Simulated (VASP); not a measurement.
# NaY (Pm-3m) in VASP: further runs

One crystal, NaY, is run at these levels: PBE; tasks: single point, relaxation of cell and atoms.

Everything below comes from runs of VASP 6.6.1. Logs are shortened: lines on timing, memory, paths and dates and some standing lists are left out, and cuts for length are marked.

## Step 1: The cell of the first run

It takes space group Pm-3m (No. 221, cubic). Conventional cell: a = 3.609 Å, b = 3.609 Å, c = 3.609 Å, α = 90.00°, β = 90.00°, γ = 90.00°. Na (site symmetry m-3m) has 8 Y at 3.13 Å as nearest neighbours. Y (site symmetry m-3m) is surrounded by 8 Na at 3.13 Å.

The cell was built by a generator and needn't be a form met in nature.

## Step 2: Single point, PBE (species swapped into the SmCd type (Pm-3m, No. 221))

File INCAR:

```
ALGO = Fast ; EDIFF = 1E-7
ENCUT = 520 ; GGA = PE
ISIF = 2 ; ISMEAR = 0
LASPH = True ; LCHARG = False
LREAL = False ; LWAVE = False
NBANDS = 16 ; NELM = 60
PREC = Accurate ; SIGMA = 0.1
```

File KPOINTS:

```
k-points
0
Gamma
  6 6 6
```

File POSCAR:

```
NaY
1.0
    3.6092547700      0.0000000000      0.0000000000
    0.0000000000      3.6092547700      0.0000000000
    0.0000000000      0.0000000000      3.6092547700
Na Y
1 1
Direct
    0.5000000000      0.5000000000      0.5000000000
    0.0000000000      0.0000000000      0.0000000000
```

Potentials or basis: VASP PAW PBE potentials, release 64 (Na_pv, Y_sv).

Launch:

```
> cat potpaw_PBE.64/Na_pv/POTCAR potpaw_PBE.64/Y_sv/POTCAR > POTCAR
> mpirun -np 1 vasp_std > vasp.out
```

OUTCAR:

```text
EDIFF = 1E-7
   ENCUT = 520
   GGA = PE
   ISIF = 2
   ISMEAR = 0
   LASPH = True
   LREAL = False
   NELM = 60
   PREC = Accurate

 ion  position               nearest neighbor table
   1  0.500  0.500  0.500-   2 3.13   2 3.13   2 3.13   2 3.13   2 3.13   2 3.13   2 3.13   2 3.13

   2  0.000  0.000  0.000-   1 3.13   1 3.13   1 3.13   1 3.13   1 3.13   1 3.13   1 3.13   1 3.13

  LATTYP: Found a simple cubic cell.
 ALAT       =     3.6092547700

  Lattice vectors:

 A1 = (   3.6092547700,   0.0000000000,   0.0000000000)
 A2 = (   0.0000000000,   3.6092547700,   0.0000000000)
 A3 = (   0.0000000000,   0.0000000000,   3.6092547700)

Analysis of symmetry for initial positions (statically):
=====================================================================
 Subroutine PRICEL returns:
 Original cell was already a primitive cell.

 Routine SETGRP: Setting up the symmetry group for a
 simple cubic supercell.

 Subroutine GETGRP returns: Found 48 space group operations
 (whereof 48 operations were pure point group operations)
 out of a pool of 48 trial point group operations.

The static configuration has the point symmetry O_h .

Analysis of symmetry for dynamics (positions and initial velocities):
=====================================================================
 Subroutine PRICEL returns:
 Original cell was already a primitive cell.

 Routine SETGRP: Setting up the symmetry group for a
 simple cubic supercell.

 Subroutine GETGRP returns: Found 48 space group operations
 (whereof 48 operations were pure point group operations)
 out of a pool of 48 trial point group operations.

The dynamic configuration has the point symmetry O_h .

 Subroutine INISYM returns: Found 48 space group operations
 (whereof 48 operations are pure point group operations),
 and found     1 'primitive' translations

----------------------------------------------------------------------------------------

                                     Primitive cell

  volume of cell :      47.0168

  direct lattice vectors                    reciprocal lattice vectors
     3.609254770  0.000000000  0.000000000     0.277065506  0.000000000  0.000000000
     0.000000000  3.609254770  0.000000000     0.000000000  0.277065506  0.000000000
     0.000000000  0.000000000  3.609254770     0.000000000  0.000000000  0.277065506

  length of vectors
     3.609254770  3.609254770  3.609254770     0.277065506  0.277065506  0.277065506

[... 76 lines left out ...]
   LREAL  =      F    real-space projection
   EDIFFG = 0.1E-05   stopping-criterion for IOM
   NSW    =      0    number of steps for IOM
   IBRION =     -1    ionic relax: 0-MD 1-quasi-New 2-CG
   NFREE  =      0    steps in history (QN), initial steepest desc. (CG)
   ISIF   =      2    stress and relaxation
   ISYM   =      2    0-nonsym 1-usesym 2-fastsym
   POTIM  = 0.5000    time-step for ionic-motion
   TEBEG  =    0.0;   TEEND  =   0.0 temperature during run
   PSTRESS=    0.0 pullay stress
   NELECT =      18.0000    total number of electrons
   NUPDOWN=      -1.0000    fix difference up-down
   EMIN   =  10.00;   EMAX   =-10.00  energy-range for DOS
   EFERMI =   0.00;   METHOD = LEGACY
   ISMEAR =     0;   SIGMA  =   0.10  broadening in eV -4-tet -1-fermi 0-gaus
   EFERMI_NEDOS =   21; number of points for ismear=-14 and -15
   IALGO  =     68    algorithm
   IMIX   =      4    mixing-type and parameters
     AMIX     =   0.40;   BMIX     =  1.00
     AMIX_MAG =   1.60;   BMIX_MAG =  1.00
  volume/ion in A,a.u.               =      23.51       158.64
  Fermi-wavevector in a.u.,A,eV,Ry     =   1.188725  2.246365 19.225951  1.413068
  Thomas-Fermi vector in A             =   2.324848
   LORBIT       =      0    0 simple, 1 ext, 2 COOP (PROOUT), +10 PAW based schemes
   GGA     = PE    functional components
   LHFCALC =     F    Hartree Fock is set to
   AEXX    =    0.0000 exact exchange contribution
   IVDW    =     0    specifies the selected vdW correction
   LEPSILON=     F    determine dielectric tensor
   LRPA    =     F    only Hartree local field effects (RPA)
 non-spin polarized calculation
 RMM-DIIS sequential band-by-band and
 Gauss-broadening in eV      SIGMA  =   0.10
  energy-cutoff  :      520.00
  volume of cell :       47.02
 maximum number of plane-waves:      1328
 NGX is ok and might be reduce to    28
   NGX = 13   NGY = 13   NGZ = 13

 number of electron      18.0000019 magnetization

 Free energy of the ion-electron system (eV)
  ---------------------------------------------------
  ext. energy  EPLUGINS =         0.00000000
  ---------------------------------------------------
  free energy    TOTEN  =        -6.31717776 eV

  energy without entropy =       -6.30106484  energy(sigma->0) =       -6.30912130

 E-fermi :   3.3003     XC(G=0):  -9.4907

 val. band max:        3.2838413683   @ k =   0.1667   0.1667   0.0000
 cond. band min:       3.4190284697   @ k =   0.3333   0.0000   0.0000
 fundamental gap:      0.1351871014
 Fermi energy:         3.3002923535

 k-point     1 :       0.0000    0.0000    0.0000
  band No.  band energies     occupation
      1     -39.3906      2.00000
      2     -20.2999      2.00000
      3     -20.2999      2.00000
      4     -20.2999      2.00000
      5     -19.2446      2.00000
      6     -19.2446      2.00000
[... 357 lines left out ...]
      3     -20.3031      2.00000
      4     -20.3031      2.00000
      5     -19.5010      2.00000
      6     -19.5010      2.00000
[... 8 lines left out ...]
     15       8.7993      0.00000
     16       9.6005      0.00000

------------------------ aborting loop because EDIFF is reached ----------------------------------------

  FORCE on cell =-STRESS in cart. coord.  units (eV):
  Direction    XX          YY          ZZ          XY          YZ          ZX
  --------------------------------------------------------------------------------------
  -------------------------------------------------------------------------------------
  Total        3.9273467      3.9273467      3.9273467      0.0000000     -0.0000000      0.0000000
  in kB      133.8311498    133.8311498    133.8311498      0.0000000     -0.0000000      0.0000000
  external PRESSURE =     133.8311498 kB  Pullay stress =       0.0000000 kB

 VOLUME and BASIS-vectors are now :
 -----------------------------------------------------------------------------
  energy-cutoff  :      520.00
  volume of cell :       47.02
      direct lattice vectors                 reciprocal lattice vectors
     3.609254770  0.000000000  0.000000000     0.277065506  0.000000000  0.000000000
     0.000000000  3.609254770  0.000000000     0.000000000  0.277065506  0.000000000
     0.000000000  0.000000000  3.609254770     0.000000000  0.000000000  0.277065506

 POSITION                                       TOTAL-FORCE (eV/Angst)
 -----------------------------------------------------------------------------------
      1.80463      1.80463      1.80463         0.000000      0.000000      0.000000
      0.00000      0.00000      0.00000         0.000000      0.000000      0.000000
 -----------------------------------------------------------------------------------
    total drift:                                0.000000      0.000000      0.000000

  FREE ENERGIE OF THE ION-ELECTRON SYSTEM (eV)
  ---------------------------------------------------
  free  energy   TOTEN  =        -6.3171777623 eV

  energy  without entropy=       -6.3010648408  energy(sigma->0) =       -6.30912130
```

OSZICAR:

```text
N       E                     dE             d eps       ncg     rms          rms(c)
DAV:   1     0.981309483264E+02    0.98131E+02   -0.96828E+03   640   0.124E+03
DAV:   2    -0.238337222879E+01   -0.10051E+03   -0.97197E+02   744   0.298E+02
DAV:   3    -0.641203499204E+01   -0.40287E+01   -0.39519E+01   832   0.507E+01
[... 19 lines left out ...]
RMM:  23    -0.631717714290E+01   -0.24273E-06   -0.24790E-06   383   0.195E-03    0.320E-03
RMM:  24    -0.631717742557E+01   -0.28267E-06   -0.28758E-06   357   0.177E-03    0.312E-03
RMM:  25    -0.631717757449E+01   -0.14892E-06   -0.12262E-06   475   0.191E-03    0.786E-04
RMM:  26    -0.631717770245E+01   -0.12796E-06   -0.13945E-06   346   0.137E-03    0.563E-04
RMM:  27    -0.631717776230E+01   -0.59853E-07   -0.59049E-07   361   0.125E-03
   1 F= -.63171778E+01 E0= -.63091213E+01  d E =-.161129E-01
```

Run time: 15 s. Hardware: 1 thread of Intel Xeon 6975P-C (Granite Rapids), shared host; peak memory 0.17 GiB.

Results:

* Free energy: -6.3172 eV
* Pressure: 13.4 GPa
* Band gap on the k mesh: none (metal or under the smearing width)

## Step 3: Single point, PBE (species swapped into the SmCd type (Pm-3m, No. 221))

File INCAR:

```
PREC     = Accurate       # precision mode
ENCUT    = 520            # plane-wave cutoff, eV
EDIFF    = 1E-6           # SCF threshold, eV
ISMEAR   = 0              # smearing method
SIGMA    = 0.1            # smearing width, eV
LREAL    = False          # projectors in reciprocal space
LASPH    = True           # aspherical terms in the spheres
NELM     = 100            # most SCF steps
ALGO     = Normal         # electronic algorithm
ISIF     = 2              # what is computed and relaxed
LWAVE    = False          # write WAVECAR
LCHARG   = False          # write CHGCAR
GGA      = PE             # functional
NBANDS   = 16             # bands
```

File KPOINTS:

```
Automatic mesh
0
Gamma
  6 6 6
```

File POSCAR:

```
NaY
1.0
    3.9921626903      0.0000000000      0.0000000000
    0.0000000000      3.9921626903      0.0000000000
    0.0000000000      0.0000000000      3.9921626903
Na Y
1 1
Direct
    0.5000000000      0.5000000000      0.5000000000
    0.0000000000      0.0000000000      0.0000000000
```

Potentials or basis: VASP PAW PBE potentials, release 64 (Na_pv, Y_sv).

Launch:

```
> cat potpaw_PBE.64/Na_pv/POTCAR potpaw_PBE.64/Y_sv/POTCAR > POTCAR
> mpirun -np 1 vasp_std > vasp.out
```

It took 8.6 s on 1 thread of Intel Xeon 6975P-C (Granite Rapids), shared host; peak memory 0.18 GiB.

It converged, with:

| Property | Result |
| --- | --- |
| Free energy | -6.8929 eV |
| Pressure | 0.4 GPa |
| Band gap on the k mesh | none (metal or under the smearing width) |

Levels at points of the mesh, in eV from the Fermi level:
| k point | band 6 | band 7 | band 8 | band 9 | band 10 | band 11 | band 12 | band 13 |
| --- | --- | --- | --- | --- | --- | --- | --- | --- |
| (0.00, 0.00, 0.00) | -23.43 | -23.43 | -4.23 | -0.17 | -0.17 | 2.85 | 2.85 | 2.85 |
| (0.50, 0.00, 0.00) | -23.44 | -23.44 | -2.24 | -1.21 | 0.34 | 1.60 | 1.60 | 3.01 |
| (0.50, 0.50, 0.00) | -23.48 | -23.43 | -1.11 | -0.47 | 0.79 | 0.79 | 1.83 | 1.83 |
| (0.50, 0.50, 0.50) | -23.53 | -23.53 | -0.36 | -0.36 | -0.36 | 3.02 | 3.02 | 3.02 |

## Step 4: Relaxation of cell and atoms, PBE (species swapped into the SmCd type (Pm-3m, No. 221))

File INCAR:

```
SYSTEM = NaY
PREC = Accurate
ENCUT = 600
EDIFF = 1E-6
ISMEAR = 0
SIGMA = 0.1
LREAL = .FALSE.
LASPH = .TRUE.
NELM = 100
ALGO = Normal
ISIF = 3
LWAVE = .FALSE.
LCHARG = .FALSE.
GGA = PE
IBRION = 2
NSW = 90
EDIFFG = -0.04
```

File KPOINTS:

```
regular mesh
0
G
  6 6 6
  0 0 0
```

File POSCAR:

```
NaY
1.0
    3.6092547700      0.0000000000      0.0000000000
    0.0000000000      3.6092547700      0.0000000000
    0.0000000000      0.0000000000      3.6092547700
Na Y
1 1
Direct
    0.5000000000      0.5000000000      0.5000000000
    0.0000000000      0.0000000000      0.0000000000
```

Potentials or basis: VASP PAW PBE potentials, release 64 (Na_pv, Y_sv).

Launch:

```
> cat potpaw_PBE.64/Na_pv/POTCAR potpaw_PBE.64/Y_sv/POTCAR > POTCAR
> mpirun -np 1 vasp_std > vasp.out
```

OUTCAR:

```text
SYSTEM = NaY
   PREC = Accurate
   ENCUT = 600
   EDIFF = 1E-6
   ISMEAR = 0
   LREAL = .FALSE.
   LASPH = .TRUE.
   NELM = 100
   ISIF = 3
   GGA = PE
   IBRION = 2
   NSW = 90
   EDIFFG = -0.04

 ion  position               nearest neighbor table
   1  0.500  0.500  0.500-   2 3.13   2 3.13   2 3.13   2 3.13   2 3.13   2 3.13   2 3.13   2 3.13

   2  0.000  0.000  0.000-   1 3.13   1 3.13   1 3.13   1 3.13   1 3.13   1 3.13   1 3.13   1 3.13

  LATTYP: Found a simple cubic cell.
 ALAT       =     3.6092547700

  Lattice vectors:

 A1 = (   3.6092547700,   0.0000000000,   0.0000000000)
 A2 = (   0.0000000000,   3.6092547700,   0.0000000000)
 A3 = (   0.0000000000,   0.0000000000,   3.6092547700)

Analysis of symmetry for initial positions (statically):
=====================================================================
 Subroutine PRICEL returns:
 Original cell was already a primitive cell.

 Routine SETGRP: Setting up the symmetry group for a
 simple cubic supercell.

 Subroutine GETGRP returns: Found 48 space group operations
 (whereof 48 operations were pure point group operations)
 out of a pool of 48 trial point group operations.

The static configuration has the point symmetry O_h .

Analysis of symmetry for dynamics (positions and initial velocities):
=====================================================================
 Subroutine PRICEL returns:
 Original cell was already a primitive cell.

 Routine SETGRP: Setting up the symmetry group for a
 simple cubic supercell.

 Subroutine GETGRP returns: Found 48 space group operations
 (whereof 48 operations were pure point group operations)
 out of a pool of 48 trial point group operations.

The dynamic configuration has the point symmetry O_h .

 Subroutine INISYM returns: Found 48 space group operations
 (whereof 48 operations are pure point group operations),
 and found     1 'primitive' translations

----------------------------------------------------------------------------------------

                                     Primitive cell

  volume of cell :      47.0168

  direct lattice vectors                    reciprocal lattice vectors
     3.609254770  0.000000000  0.000000000     0.277065506  0.000000000  0.000000000
[... 100 lines left out ...]
     AMIX     =   0.40;   BMIX     =  1.00
     AMIX_MAG =   1.60;   BMIX_MAG =  1.00
  volume/ion in A,a.u.               =      23.51       158.64
  Fermi-wavevector in a.u.,A,eV,Ry     =   1.188725  2.246365 19.225951  1.413068
  Thomas-Fermi vector in A             =   2.324848
   LORBIT       =      0    0 simple, 1 ext, 2 COOP (PROOUT), +10 PAW based schemes
   GGA     = PE    functional components
   LHFCALC =     F    Hartree Fock is set to
   AEXX    =    0.0000 exact exchange contribution
   IVDW    =     0    specifies the selected vdW correction
   LEPSILON=     F    determine dielectric tensor
   LRPA    =     F    only Hartree local field effects (RPA)
 conjugate gradient relaxation of ions
 non-spin polarized calculation
 Gauss-broadening in eV      SIGMA  =   0.10
  energy-cutoff  :      600.00
  volume of cell :       47.02
 maximum number of plane-waves:      1596
 NGX is ok and might be reduce to    30
   NGX = 15   NGY = 15   NGZ = 15

--------------------------------------- Ionic step        1  -------------------------------------------

 number of electron      18.0000004 magnetization

 Free energy of the ion-electron system (eV)
  ---------------------------------------------------
  ext. energy  EPLUGINS =         0.00000000
  ---------------------------------------------------
  free energy    TOTEN  =        -6.31724922 eV

  energy without entropy =       -6.30113503  energy(sigma->0) =       -6.30919212

 E-fermi :   3.3001     XC(G=0):  -9.4908

 val. band max:        3.2835997675   @ k =   0.1667   0.1667   0.0000
 cond. band min:       3.4187613115   @ k =   0.3333   0.0000   0.0000
 fundamental gap:      0.1351615441
 Fermi energy:         3.3000651020

 k-point     1 :       0.0000    0.0000    0.0000
  band No.  band energies     occupation
      1     -39.3911      2.00000
      2     -20.2999      2.00000
      3     -20.2999      2.00000
      4     -20.2999      2.00000
      5     -19.2451      2.00000
      6     -19.2451      2.00000
      7     -19.2451      2.00000
      8      -1.4092      2.00000
      9       2.8806      2.00000
     10       2.8806      2.00000
     11       7.3020      0.00000
     12       7.3020      0.00000
     13       7.3020      0.00000
[... 409 lines left out ...]
--------------------------------------- Ionic step        4  -------------------------------------------

 number of electron      17.9999978 magnetization

 Free energy of the ion-electron system (eV)
  ---------------------------------------------------
  ext. energy  EPLUGINS =         0.00000000
  ---------------------------------------------------
  free energy    TOTEN  =        -6.89289840 eV

  energy without entropy =       -6.87703319  energy(sigma->0) =       -6.88496579

 E-fermi :   1.8684     XC(G=0):  -8.3253

 val. band max:        1.8608674100   @ k =   0.5000   0.3333   0.3333
 cond. band min:       1.8807881326   @ k =   0.1667   0.1667   0.0000
 fundamental gap:      0.0199207225
 Fermi energy:         1.8683577893

 k-point     1 :       0.0000    0.0000    0.0000
  band No.  band energies     occupation
      1     -41.7304      2.00000
      2     -21.7971      2.00000
      3     -21.7971      2.00000
      4     -21.7971      2.00000
      5     -21.5974      2.00000
      6     -21.5974      2.00000
      7     -21.5974      2.00000
      8      -2.3395      2.00000
      9       1.7015      1.98171
     10       1.7015      1.98171
     11       4.6710      0.00000
     12       4.6710      0.00000
     13       4.6710      0.00000
[... 331 lines left out ...]
  FREE ENERGIE OF THE ION-ELECTRON SYSTEM (eV)
  ---------------------------------------------------
  free  energy   TOTEN  =        -6.8928984015 eV

  energy  without entropy=       -6.8770331855  energy(sigma->0) =       -6.88496579

 reached required accuracy - stopping structural energy minimisation
```

OSZICAR:

```text
N       E                     dE             d eps       ncg     rms          rms(c)
DAV:   1     0.105736386418E+03    0.10574E+03   -0.10767E+04   520   0.167E+03
DAV:   2    -0.158979797166E+01   -0.10733E+03   -0.10513E+03   545   0.353E+02
DAV:   3    -0.637369668806E+01   -0.47839E+01   -0.46658E+01   742   0.648E+01
[... 42 lines left out ...]
DAV:   4    -0.689244362756E+01   -0.33139E-03   -0.18198E-03   613   0.373E-01    0.148E-01
DAV:   5    -0.689276286940E+01   -0.31924E-03   -0.48584E-04   847   0.200E-01    0.110E-01
DAV:   6    -0.689289590592E+01   -0.13304E-03   -0.38883E-04   717   0.278E-01    0.153E-02
DAV:   7    -0.689289916639E+01   -0.32605E-05   -0.38742E-05   674   0.534E-02    0.425E-03
DAV:   8    -0.689289840147E+01    0.76492E-06   -0.12019E-06   388   0.107E-02
   4 F= -.68928984E+01 E0= -.68849658E+01  d E =-.575649E+00
```

It took 26 s on 1 thread of Intel Xeon 6975P-C (Granite Rapids), shared host; peak memory 0.19 GiB.

Results:

* Free energy: -6.8929 eV
* Relaxed volume: 32.28 Å³/atom
* Relaxed cell: a = 4.012 Å, b = 4.012 Å, c = 4.012 Å, α = 90.00°, β = 90.00°, γ = 90.00°
* Space group after relaxing (to 0.05 Å): Pm-3m (No. 221)
* Energy gained by relaxing: 287.8 meV/atom
* Ionic steps: 4
* Pressure after relaxing: 0.0 GPa
* Band gap on the k mesh: none (metal or under the smearing width)

The path:
| step | energy change (eV) | largest force (eV/Å) | pressure (GPa) | volume (Å³) |
| --- | --- | --- | --- | --- |
| 1 | 0.0000 | 0.0000 | 13.38 | 47.02 |
| 2 | -0.5657 | 0.0000 | 1.17 | 61.68 |
| 3 | -0.5749 | 0.0000 | -0.28 | 65.32 |
| 4 | -0.5756 | 0.0000 | 0.01 | 64.56 |

Final structure:
```yaml
crystal:
  lattice:
    - [4.01170, 0.00000, 0.00000]
    - [0.00000, 4.01170, 0.00000]
    - [0.00000, 0.00000, 4.01170]
  atoms:
    - { symbol: Na, position: [0.50000, 0.50000, 0.50000] }
    - { symbol: Y, position: [0.00000, 0.00000, 0.00000] }
```

Levels at points of the mesh, in eV from the Fermi level:
```tsv
k point	band 5	band 6	band 7	band 8	band 9	band 10	band 11	band 12	band 13
(0.00, 0.00, 0.00)	-23.47	-23.47	-23.47	-4.21	-0.17	-0.17	2.80	2.80	2.80
(0.50, 0.00, 0.00)	-23.58	-23.48	-23.48	-2.23	-1.22	0.34	1.58	1.58	2.96
(0.50, 0.50, 0.00)	-23.51	-23.51	-23.48	-1.09	-0.48	0.76	0.76	1.80	1.80
(0.50, 0.50, 0.50)	-23.56	-23.56	-23.56	-0.36	-0.36	-0.36	2.97	2.97	2.97
```

Caveat: the volume moved by over 15 % at a fixed basis, so the end points are rough.
